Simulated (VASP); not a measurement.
Computed with LDA (Ceperley-Alder, Perdew-Zunger), VASP's LDA PAW potentials (set 64) (plane waves; VASP).

A VASP calculation is set up with these files.

File POSCAR:
```
GaP
1
    0.0000000000     2.6950243440     2.6950243440
    2.6950243440     0.0000000000     2.6950243440
    2.6950243440     2.6950243440     0.0000000000
Ga P
1 1
Direct
  0.0000000000   0.0000000000   0.0000000000
  0.2500000000   0.2500000000   0.2500000000
```

KPOINTS:
```
Automatic mesh
0
Gamma
9 9 9
0 0 0
```

**INCAR**
```
SYSTEM = GaP
PREC = Accurate
ENCUT = 400
EDIFF = 1E-8
NELM = 100
ALGO = Normal
LREAL = .FALSE.
LASPH = .TRUE.
ISMEAR = 0
SIGMA = 0.01
LMAXMIX = 4
LWAVE = .FALSE.
LCHARG = .FALSE.
LEPSILON = .TRUE.
```

POTCAR, in this order: Ga_d P (LDA.64 set). Program: vasp_std.

Output

File OUTCAR:
```
 ion  position               nearest neighbor table
   1  0.000  0.000  0.000-   2 2.33   2 2.33   2 2.33   2 2.33
   2  0.250  0.250  0.250-   1 2.33   1 2.33   1 2.33   1 2.33
  LATTYP: Found a face centered cubic cell.
 ALAT       =     5.3900486880
 Subroutine PRICEL returns:
 Original cell was already a primitive cell.
 Subroutine GETGRP returns: Found 24 space group operations
The static configuration has the point symmetry T_d .
The dynamic configuration has the point symmetry T_d .
 Subroutine INISYM returns: Found 24 space group operations
 Subroutine IBZKPT returns following result:
 Found     35 irreducible k-points:

 Following reciprocal coordinates:
            Coordinates               Weight
  0.000000  0.000000  0.000000      1.000000
  0.111111  0.000000  0.000000      8.000000
  0.222222  0.000000  0.000000      8.000000
  0.333333  0.000000  0.000000      8.000000
  0.444444  0.000000  0.000000      8.000000
  0.111111  0.111111  0.000000      6.000000
  0.222222  0.111111  0.000000     24.000000
  0.333333  0.111111  0.000000     24.000000
  0.444444  0.111111  0.000000     24.000000
 -0.444444  0.111111  0.000000     24.000000
 -0.333333  0.111111  0.000000     24.000000
 -0.222222  0.111111  0.000000     24.000000
 -0.111111  0.111111  0.000000     12.000000
  0.222222  0.222222  0.000000      6.000000
  0.333333  0.222222  0.000000     24.000000
  0.444444  0.222222  0.000000     24.000000
 -0.444444  0.222222  0.000000     24.000000
 -0.333333  0.222222  0.000000     24.000000
 -0.222222  0.222222  0.000000     12.000000
  0.333333  0.333333  0.000000      6.000000
  0.444444  0.333333  0.000000     24.000000
 -0.444444  0.333333  0.000000     24.000000
 -0.333333  0.333333  0.000000     12.000000
  0.444444  0.444444  0.000000      6.000000
...
```

**OUTCAR**
```


 HEAD OF MICROSCOPIC STATIC DIELECTRIC TENSOR (INDEPENDENT PARTICLE, excluding Hartree and local field effects)
 ------------------------------------------------------
          11.806093    -0.000000    -0.000000
           0.000000    11.806093     0.000000
          -0.000000     0.000000    11.806093
 ------------------------------------------------------

 MACROSCOPIC STATIC DIELECTRIC TENSOR (including local field effects in DFT)
 ------------------------------------------------------
          11.087191    -0.000000    -0.000000
           0.000000    11.087191    -0.000000
           0.000000     0.000000    11.087191
 ------------------------------------------------------

 PIEZOELECTRIC TENSOR (including local field effects)  for field in x, y, z        (e  Angst)
          XX          YY          ZZ          XY          YZ          ZX
  --------------------------------------------------------------------------------
  x     0.00000     0.00000     0.00000     0.00000    -1.89799     0.00000
  y     0.00000    -0.00000    -0.00000     0.00000     0.00000    -1.89799
  z    -0.00000     0.00000     0.00000    -1.89799     0.00000     0.00000

 PIEZOELECTRIC TENSOR (including local field effects)  for field in x, y, z        (C/m^2)
          XX          YY          ZZ          XY          YZ          ZX
  --------------------------------------------------------------------------------
  x     0.00000     0.00000     0.00000     0.00000    -0.77676     0.00000
  y     0.00000    -0.00000    -0.00000     0.00000     0.00000    -0.77676
  z    -0.00000     0.00000     0.00000    -0.77676     0.00000     0.00000

 BORN EFFECTIVE CHARGES (including local field effects) (in |e|, cummulative output)
 ---------------------------------------------------------------------------------
 ion    1
    1     2.08950    -0.00000    -0.00000
    2     0.00000     2.08950     0.00000
    3    -0.00000     0.00000     2.08950
 ion    2
    1    -2.08950     0.00000     0.00000
    2    -0.00000    -2.08950    -0.00000
    3     0.00000    -0.00000    -2.08950
```
(Selected blocks of OUTCAR.)

**OUTCAR**
```
 val. band max:        4.8550961042   @ k =   0.0000   0.0000   0.0000

 cond. band min:       6.2412279725   @ k =   0.4444   0.4444   0.0000


 Fermi energy:         4.9133356325

 k-point     1 :       0.0000    0.0000    0.0000
  band No.  band energies     occupation
      1      -9.9099      2.00000
      2      -9.9099      2.00000
      3      -9.9099      2.00000
      4      -9.8012      2.00000
      5      -9.8012      2.00000
      6      -7.9108      2.00000
      7       4.8551      2.00000
      8       4.8551      2.00000
      9       4.8551      2.00000
     10       6.7706      0.00000
     11       8.6386      0.00000
     12       8.6386      0.00000
     13       8.6386      0.00000

 k-point     2 :       0.1111    0.0000    0.0000
  band No.  band energies     occupation
      1      -9.9215      2.00000
      2      -9.9056      2.00000
      3      -9.9056      2.00000
      4      -9.8012      2.00000
      5      -9.8012      2.00000
      6      -7.7434      2.00000
      7       3.4354      2.00000
      8       4.6544      2.00000
      9       4.6544      2.00000
     10       7.3275      0.00000
     11       8.9402      0.00000
     12       8.9402      0.00000
     13       9.1175      0.00000

 k-point     3 :       0.2222    0.0000    0.0000
  band No.  band energies     occupation
      1      -9.9490      2.00000
      2      -9.8961      2.00000
      3      -9.8961      2.00000
      4      -9.8004      2.00000
      5      -9.8004      2.00000
      6      -7.2614      2.00000
      7       1.3538      2.00000
      8       4.2507      2.00000
      9       4.2507      2.00000
     10       7.0771      0.00000
     11       9.4498      0.00000
     12       9.4498      0.00000
     13      10.7652      0.00000

 k-point     4 :       0.3333    0.0000    0.0000
  band No.  band energies     occupation
      1      -9.9769      2.00000
      2      -9.8873      2.00000
      3      -9.8873      2.00000
...
```

The dielectric response may not be converged in the k-mesh; for small gaps it tends to come out too large.

The compound is GaP in the zinc blende structure. It was relaxed first.
